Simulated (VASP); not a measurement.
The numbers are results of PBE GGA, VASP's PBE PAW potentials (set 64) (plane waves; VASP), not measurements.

Input for VASP

INCAR:
```
# general
SYSTEM =DyAs
PREC   =Accurate
ENCUT  =300
LREAL  =.False.
LASPH  =.True.

# electronic loop
EDIFF  =1E-6
NELM   =100
ALGO   =Normal
LMAXMIX=6

# smearing
ISMEAR =0
SIGMA  =0.1

# functional
GGA    =PE

# spin
ISPIN  =2
MAGMOM =5.0 0.0

# ions
ISIF   =2

# output
LWAVE  =.False.
LCHARG =.False.
LORBIT =11
```

### KPOINTS
```
kpoints
0
Gamma
6 6 6
0 0 0
```

File POSCAR:
```
DyAs
1.0
  2.0531920000   1.1854110000   3.5140280000
 -2.0531920000   1.1854110000   3.5140280000
  0.0000000000  -2.3708220000   3.5140280000
Dy As
1 1
Cartesian
  0.0000000000  -0.0000000000   8.0372848416
 -0.0000000000  -0.0000000000   2.5047991584
```

POTCAR, in this order: Dy As (PBE.64 set). Program: vasp_std.

What VASP printed:

OSZICAR:
```
       N       E                     dE             d eps       ncg     rms          rms(c)
DAV:   1     0.120074416986E+03    0.12007E+03   -0.75469E+03  2792   0.238E+03
DAV:   2     0.351254488621E+01   -0.11656E+03   -0.10908E+03  2783   0.248E+02
DAV:   3    -0.123864998925E+02   -0.15899E+02   -0.15661E+02  3100   0.871E+01
DAV:   4    -0.148493097724E+02   -0.24628E+01   -0.24390E+01  4503   0.269E+01
DAV:   5    -0.149033920910E+02   -0.54082E-01   -0.54050E-01  3632   0.490E+00    0.227E+01
DAV:   6    -0.296928370929E+02   -0.14789E+02   -0.35987E+01  3131   0.140E+02    0.121E+02
DAV:   7    -0.146033777829E+02    0.15089E+02   -0.64899E+01  2765   0.734E+01    0.376E+01
DAV:   8    -0.166321678902E+02   -0.20288E+01   -0.72464E+00  3465   0.440E+01    0.272E+01
DAV:   9    -0.177579491380E+02   -0.11258E+01   -0.15642E+00  4054   0.129E+01    0.284E+01
DAV:  10    -0.189843546257E+02   -0.12264E+01   -0.68790E-01  4625   0.102E+01    0.375E+01
DAV:  11    -0.156868550407E+02    0.32975E+01   -0.81524E+00  3336   0.322E+01    0.129E+01
DAV:  12    -0.153439738842E+02    0.34288E+00   -0.19255E+00  4338   0.239E+01    0.133E+01
DAV:  13    -0.151681704274E+02    0.17580E+00   -0.89576E-01  4464   0.164E+01    0.124E+01
DAV:  14    -0.153407475002E+02   -0.17258E+00   -0.10379E+00  4282   0.932E+00    0.108E+01
DAV:  15    -0.152692011135E+02    0.71546E-01   -0.14538E-01  3953   0.497E+00    0.106E+01
DAV:  16    -0.152354115757E+02    0.33790E-01   -0.36320E-02  4171   0.538E+00    0.860E+00
DAV:  17    -0.151887310679E+02    0.46681E-01   -0.11455E-01  3515   0.755E+00    0.503E+00
DAV:  18    -0.151900949792E+02   -0.13639E-02   -0.13898E-01  3991   0.491E+00    0.127E+00
DAV:  19    -0.151996838223E+02   -0.95888E-02   -0.22487E-02  3972   0.372E+00    0.152E+00
DAV:  20    -0.152030739949E+02   -0.33902E-02   -0.17497E-02  4202   0.178E+00    0.182E+00
DAV:  21    -0.152035335025E+02   -0.45951E-03   -0.27210E-03  4322   0.146E+00    0.123E+00
DAV:  22    -0.152030642883E+02    0.46921E-03   -0.13605E-03  3578   0.105E+00    0.616E-01
DAV:  23    -0.152028370331E+02    0.22726E-03   -0.36315E-03  3626   0.838E-01    0.253E-01
DAV:  24    -0.152036219928E+02   -0.78496E-03   -0.20990E-03  3857   0.420E-01    0.250E-01
DAV:  25    -0.152032609974E+02    0.36100E-03   -0.35130E-04  3352   0.617E-01    0.214E-01
DAV:  26    -0.152031491635E+02    0.11183E-03   -0.27279E-04  4231   0.413E-01    0.198E-01
DAV:  27    -0.152032009200E+02   -0.51757E-04   -0.53718E-04  3768   0.482E-01    0.147E-01
DAV:  28    -0.152032471861E+02   -0.46266E-04   -0.11593E-04  3851   0.357E-01    0.126E-01
DAV:  29    -0.152032521486E+02   -0.49625E-05   -0.26440E-05  4025   0.807E-02    0.744E-02
DAV:  30    -0.152032570892E+02   -0.49406E-05   -0.85862E-06  3098   0.930E-02    0.996E-02
DAV:  31    -0.152032544940E+02    0.25952E-05   -0.13178E-05  3502   0.809E-02    0.289E-02
DAV:  32    -0.152032539208E+02    0.57323E-06   -0.86833E-06  3409   0.344E-02
   1 F= -.15203254E+02 E0= -.15177130E+02  d E =-.522484E-01  mag=     4.7900
```

OUTCAR:
```
------------------------ aborting loop because EDIFF is reached ----------------------------------------
  FORCE on cell =-STRESS in cart. coord.  units (eV):
  Direction    XX          YY          ZZ          XY          YZ          ZX
  --------------------------------------------------------------------------------------
  Total        0.6234991      0.6234991     -1.1386828      0.0000000      0.0000000      0.0000000
  in kB       19.4666591     19.4666607    -35.5515351      0.0000000      0.0000000      0.0000000
  external PRESSURE =       1.1272615 kB  Pullay stress =       0.0000000 kB
  volume of cell :       51.32
      direct lattice vectors                 reciprocal lattice vectors
     2.053192000  1.185411000  3.514028000     0.243523255  0.140598212  0.094857905
    -2.053192000  1.185411000  3.514028000    -0.243523255  0.140598212  0.094857905
     0.000000000 -2.370822000  3.514028000     0.000000000 -0.281196423  0.094857905
 POSITION                                       TOTAL-FORCE (eV/Angst)
 -----------------------------------------------------------------------------------
      0.00000      0.00000      8.03728         0.000000      0.000000     -1.156971
      0.00000      0.00000      2.50480         0.000000     -0.000000      1.156971
 -----------------------------------------------------------------------------------
    total drift:                                0.000000      0.000001     -0.000483
  FREE ENERGIE OF THE ION-ELECTRON SYSTEM (eV)
  ---------------------------------------------------
  free  energy   TOTEN  =       -15.2032539208 eV

  energy  without entropy=      -15.1510055469  energy(sigma->0) =      -15.17712973

 total charge

# of ion       s       p       d       f       tot
--------------------------------------------------
    1        2.089   5.836   0.523   9.218  17.665
    2        1.214   1.633   0.012   0.000   2.859
--------------------------------------------------
tot          3.303   7.469   0.535   9.218  20.524

 magnetization (x)

# of ion       s       p       d       f       tot
--------------------------------------------------
    1        0.005  -0.053   0.048   4.686   4.685
    2       -0.003  -0.012   0.001   0.000  -0.014
--------------------------------------------------
tot          0.002  -0.066   0.049   4.686   4.671
```
(Selected blocks of OUTCAR.)

At this cut-off the stress carries a Pulay error, which pulls relaxed volumes low.

The structure was generated: DyAs was put into an ordered model structure, which need not be its known phase. The cell was not relaxed at this level. The k-mesh is coarse (spacing up to 0.31 per Å, 2π included), so the numbers may not be converged in it.
